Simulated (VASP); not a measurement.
# Zn (Zinc): phonons from a supercell, part 2 of 3

Aim: the phonon dispersion and thermal properties of Zn (Zinc). The start is a cell from a database of measured crystal structures.

VASP 6.6.1; PBEsol; plane waves and PAW (Zn).

So far. Step 2 (Relax the host): An edge changed by 10 % against the database cell. In a metal the coarse mesh may share the blame. Step 3 (Relax the host again, on a new basis): The start already met the threshold, so nothing moved. The relaxed cell has a = 2.682, c = 4.464 Å (conventional setting).

The database entry behind the starting cell differs from later determinations by our own check (about 0.3 % long), so it need not match the best structure at ambient conditions.

## (4) Tight relaxation

Force constants are second derivatives, so residual forces and stress must first be far smaller than in an ordinary relaxation. Smearing, mesh and cutoff differ from the relaxation before, which can move the cell too.

File INCAR:

```
SYSTEM = Zn
PREC = Accurate
ENCUT = 350
EDIFF = 1E-08
NELM = 120
ISMEAR = 1
SIGMA = 0.2
LREAL = .FALSE.
ALGO = Fast
GGA = PS
NBANDS = 18
LORBIT = 11
LWAVE = .FALSE.
LCHARG = .FALSE.
KPAR = 4
IBRION = 1
NSW = 30
ISIF = 3
EDIFFG = -0.002
POTIM = 0.4
```

File POSCAR:

```
Zn
1.0
    2.6817721276      0.0000000000      0.0000000000
   -1.3408860638      2.3224827896      0.0000000000
    0.0000000000      0.0000000000      4.4640270395
Zn
2
Direct
    0.6666666667      0.3333333333      0.7500000000
    0.3333333333      0.6666666667      0.2500000000
```

File KPOINTS:

```
Automatic mesh
0
Gamma
14 14 8
0 0 0
```

PAW data sets: Zn (PBE family, release 64).

On the command line:

```
mpirun -np 4 vasp_std
```

The log of the run:

```text
[... set-up lines as in an earlier step ...]
 entering main loop
       N       E                     dE             d eps       ncg     rms          rms(c)
DAV:   1     0.876691014342E+02    0.87669E+02   -0.98555E+03  4520   0.168E+03
DAV:   2    -0.446766764771E+00   -0.88116E+02   -0.86049E+02  4356   0.254E+02
DAV:   3    -0.348519710637E+01   -0.30384E+01   -0.30292E+01  4880   0.559E+01
DAV:   4    -0.349722191592E+01   -0.12025E-01   -0.12023E-01  4902   0.358E+00
DAV:   5    -0.349723612104E+01   -0.14205E-04   -0.14205E-04  4670   0.106E-01    0.499E+00
RMM:   6    -0.318662367429E+01    0.31061E+00   -0.12018E+00  4320   0.136E+01    0.368E+00
RMM:   7    -0.317127182355E+01    0.15352E-01   -0.39010E-02  4320   0.290E+00    0.183E+00
RMM:   8    -0.316229110110E+01    0.89807E-02   -0.68226E-03  4320   0.641E-01    0.134E-01
RMM:   9    -0.316218528521E+01    0.10582E-03   -0.18309E-03  4322   0.631E-01    0.950E-02
RMM:  10    -0.316215234389E+01    0.32941E-04   -0.21200E-04  4320   0.152E-01    0.170E-02
RMM:  11    -0.316215353890E+01   -0.11950E-05   -0.13410E-05  4320   0.414E-02    0.373E-03
RMM:  12    -0.316215355614E+01   -0.17238E-07   -0.68791E-07  4320   0.870E-03    0.448E-03
RMM:  13    -0.316215377823E+01   -0.22209E-06   -0.88565E-07  4320   0.115E-02    0.309E-03
RMM:  14    -0.316215369548E+01    0.82746E-07   -0.17110E-07  4310   0.559E-03    0.111E-03
RMM:  15    -0.316215369505E+01    0.43156E-09   -0.13313E-08  2637   0.137E-03
   1 F= -.31621537E+01 E0= -.31619304E+01  d E =-.316215E+01
 BRION: g(F)=  0.919E-45 g(S)=  0.185E-02
 bond charge predicted
       N       E                     dE             d eps       ncg     rms          rms(c)
DAV:   1    -0.317394757999E+01   -0.11794E-01   -0.16815E-01  4980   0.485E+00    0.670E-01
RMM:   2    -0.316654375785E+01    0.74038E-02   -0.15043E-02  4320   0.149E+00    0.338E-01
RMM:   3    -0.316450181754E+01    0.20419E-02   -0.13680E-03  4320   0.404E-01    0.163E-01
RMM:   4    -0.316396184186E+01    0.53998E-03   -0.63930E-04  4320   0.224E-01    0.246E-02
RMM:   5    -0.316396750110E+01   -0.56592E-05   -0.11903E-04  4321   0.143E-01    0.207E-02
RMM:   6    -0.316396154367E+01    0.59574E-05   -0.22392E-05  4320   0.563E-02    0.307E-03
RMM:   7    -0.316396163743E+01   -0.93754E-07   -0.15671E-06  4320   0.108E-02    0.167E-03
RMM:   8    -0.316396158237E+01    0.55059E-07   -0.90339E-08  4284   0.322E-03    0.357E-04
RMM:   9    -0.316396157924E+01    0.31241E-08   -0.12548E-08  2693   0.989E-04
   2 F= -.31639616E+01 E0= -.31636637E+01  d E =-.180788E-02
[... from here on, the cycles between the ionic steps are left out ...]
   3 F= -.31672256E+01 E0= -.31671344E+01  d E =-.326397E-02
   4 F= -.31142313E+01 E0= -.31141462E+01  d E =0.529942E-01
   5 F= -.31652737E+01 E0= -.31653871E+01  d E =-.510424E-01
   6 F= -.31706207E+01 E0= -.31708304E+01  d E =-.534701E-02
   7 F= -.31719136E+01 E0= -.31719309E+01  d E =-.129288E-02
   8 F= -.31719230E+01 E0= -.31719387E+01  d E =-.947132E-05
   9 F= -.31719996E+01 E0= -.31721283E+01  d E =-.765790E-04
  10 F= -.31720066E+01 E0= -.31722021E+01  d E =-.694670E-05
 BRION: g(F)=  0.627E-44 g(S)=  0.187E-05 retain N=  1 mean eig= 5.64
 eig:   5.640
 bond charge predicted
       N       E                     dE             d eps       ncg     rms          rms(c)
DAV:   1    -0.317215270979E+01   -0.14615E-03   -0.29302E-03  4864   0.482E-01    0.766E-02
RMM:   2    -0.317206053571E+01    0.92174E-04   -0.10447E-04  4320   0.120E-01    0.452E-02
RMM:   3    -0.317201194977E+01    0.48586E-04   -0.39657E-05  4320   0.603E-02    0.111E-02
RMM:   4    -0.317201040554E+01    0.15442E-05   -0.66082E-06  4320   0.282E-02    0.334E-03
RMM:   5    -0.317201032903E+01    0.76511E-07   -0.31460E-07  4320   0.592E-03    0.944E-04
RMM:   6    -0.317201028002E+01    0.49013E-07   -0.48735E-08  3891   0.245E-03    0.142E-04
RMM:   7    -0.317201027133E+01    0.86902E-08   -0.51015E-09  2594   0.718E-04
  11 F= -.31720103E+01 E0= -.31721840E+01  d E =-.371023E-05
 BRION: g(F)=  0.554E-45 g(S)=  0.857E-08 retain N=  1 mean eig= 4.95
 eig:   4.955
 reached required accuracy - stopping structural energy minimisation
```

The job ended after 62 s (4 MPI ranks of Intel Xeon Platinum 8488C (Sapphire Rapids), shared host; peak memory 0.62 GiB).

From OUTCAR (step 4):

```text
 Found    120 irreducible k-points:

   k-points           NKPTS =    120   k-points in BZ     NKDIM =    120   number of bands    NBANDS=     18

   dimension x,y,z NGX =    16 NGY =   16 NGZ =   28
   dimension x,y,z NGXF=    32 NGYF=   32 NGZF=   56

   ENCUT  =  350.0 eV  25.72 Ry    5.07 a.u.   4.09  4.09  6.81*2*pi/ulx,y,z

   NELECT =      24.0000    total number of electrons

 E-fermi :   3.5527

 k-point     1 :       0.0000    0.0000    0.0000
  band No.  band energies     occupation
    ...
      9      -3.9224      2.00000
     10      -3.6064      2.00000
     11      -3.6064      2.00000
     12      -0.2304      2.00000
     13       1.2905      2.00000
     14      20.0131      0.00000
     15      20.8610      0.00000
     16      20.8610      0.00000
     17      22.3913      0.00000
     18      22.6501      0.00000

 k-point     2 :       0.0714   -0.0000    0.0000
  band No.  band energies     occupation
    ...
      9      -3.9398      2.00000
     10      -3.7062      2.00000
     11      -3.6021      2.00000
     12       0.0329      2.00000
     13       1.3692      2.00000
     14      18.3674      0.00000
     15      19.5530      0.00000
     16      20.1757      0.00000
     17      21.1779      0.00000
     18      23.5581      0.00000

  Total       -0.0002905     -0.0002905     -0.0005248     -0.0000000     -0.0000000      0.0000000
  in kB       -0.0166268     -0.0166268     -0.0300388     -0.0000000     -0.0000000      0.0000000
  external PRESSURE =      -0.0210975 kB  Pullay stress =       0.0000000 kB

  energy-cutoff  :      350.00
  volume of cell :       27.99
      direct lattice vectors                 reciprocal lattice vectors
     2.640907844 -0.000000000  0.000000000     0.378657666  0.218618105  0.000000000
    -1.320453922  2.287093282 -0.000000000     0.000000000  0.437236211  0.000000000
    -0.000000000 -0.000000000  4.634262648    -0.000000000  0.000000000  0.215784058

 POSITION                                       TOTAL-FORCE (eV/Angst)
 -----------------------------------------------------------------------------------
      1.32045      0.76236      3.47570         0.000000      0.000000     -0.000000
     -0.00000      1.52473      1.15857        -0.000000     -0.000000      0.000000
 -----------------------------------------------------------------------------------
    total drift:                               -0.000000      0.000000     -0.000000

  FREE ENERGIE OF THE ION-ELECTRON SYSTEM (eV)
  ---------------------------------------------------
  free  energy   TOTEN  =        -3.1720102713 eV

  energy  without entropy=       -3.1725314165  energy(sigma->0) =       -3.17218399

 total charge
# of ion       s       p       d       tot
------------------------------------------
    1        0.598   0.503   9.720  10.822
    2        0.598   0.503   9.720  10.822
--------------------------------------------------
tot          1.196   1.007  19.441  21.643

[... 5 parts as in an earlier step ...]

[... 6 further parts left out ...]
```

CONTCAR:

```
Zn
   1.00000000000000
     2.6409078438636806   -0.0000000000000001    0.0000000000000000
    -1.3204539219318405    2.2870932817798320   -0.0000000000000000
    -0.0000000000000000   -0.0000000000000000    4.6342626484195817
  Zn
     2
Direct
     0.6666666667000030    0.3333333332999970    0.7500000000000000
     0.3333333332999970    0.6666666667000030    0.2500000000000000
```

Relaxation path:

```tsv
step	energy less that of the first step (eV)	largest force (eV/Å)	pressure (GPa)	volume (Å³)
1	0.0000	0.0000	0.32	27.80
2	-0.0018	0.0000	-0.02	27.89
3	-0.0051	0.0000	0.01	27.88
4	0.0479	0.0000	1.72	27.70
5	-0.0031	0.0000	2.09	27.63
6	-0.0085	0.0000	-1.00	28.26
7	-0.0098	0.0000	-0.11	28.05
8	-0.0098	0.0000	-0.01	28.02
9	-0.0098	0.0000	-0.01	28.00
10	-0.0099	0.0000	-0.01	27.99
11	-0.0099	0.0000	0.00	27.99
```

```tsv
conventional cell, symmetrised	before	after	change
a (Å)	2.682	2.641	-1.5 %
b (Å)	2.682	2.641	-1.5 %
c (Å)	4.464	4.634	+3.8 %
volume (Å³/atom)	13.90	14.00	+0.7 %
```

The relaxed structure:

```xyz
2
Lattice="2.6409 0.0000 0.0000 -1.3205 2.2871 0.0000 0.0000 0.0000 4.6343" Properties=species:S:1:pos:R:3 pbc="T T T"
Zn    1.3205    0.7624    3.4757
Zn    0.0000    1.5247    1.1586
```

This step gave:

* electronic cycles: 111
* free energy (TOTEN): -3.172 eV
* energy at zero smearing: -3.172 eV
* Fermi energy: 3.553 eV
* pressure: -0.002110 GPa

The run ended after 11 ionic steps, 0.010 eV below its first step, once forces and stress met EDIFFG = -0.002.

[end of part 2 of 3]

[Lines on the potential files, build, host, timing and source positions are cut from VASP's logs without a mark.]

[Logs are printed without paths, hosts, clocks, repeated set-up lines and the standing remarks that a program may print on its own settings, such as how far it seeks lower states.]

[Hosts, paths, dates, database ids (printed as entryN), source tags and the programs' standing remarks are cut or masked in the printed files.]

[Runs that stopped without an error message from VASP are left out.]
